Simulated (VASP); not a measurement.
Consider the following.

```xyz
2
Lattice="0.0000 2.8187 2.8187 2.8187 0.0000 2.8187 2.8187 2.8187 0.0000" Properties=species:S:1:pos:R:3 pbc="T T T"
Ge     0.0000     0.0000     0.0000
W      2.8187     2.8187     2.8187
```

These are r2SCAN meta-GGA, VASP's PBE PAW potentials (set 64) (plane waves; VASP) values and carry that method's errors. Numerical set-up: 400 eV cut-off, 10×10×10 Γ-centred mesh, first-order Methfessel-Paxton smearing of 0.10 eV, potentials Ge_d W_sv.

Energy and stress use the plane-wave basis of the starting cell.

Q: The ions, cell shape and volume are relaxed. Predict the relaxed structure.

A: 
```xyz
2
Lattice="0.0000 2.5606 2.5606 2.5606 0.0000 2.5606 2.5606 2.5606 0.0000" Properties=species:S:1:pos:R:3 pbc="T T T"
Ge     0.0000     0.0000     0.0000
W      2.5606     2.5606     2.5606
```
Space group Fm-3m (225), at a tolerance of 0.03 Å.

Q: How do energy and volume change from the first to the last step?

A: The energy (σ→0) changes by -643.0 meV/atom and the volume by -25.0 %, in 5 ionic steps.

The structure was generated: GeW was put into the rocksalt type (Fm-3m), which need not be its known phase. This run relaxes it. Symmetry was kept, so distortions that lower it aren't found.
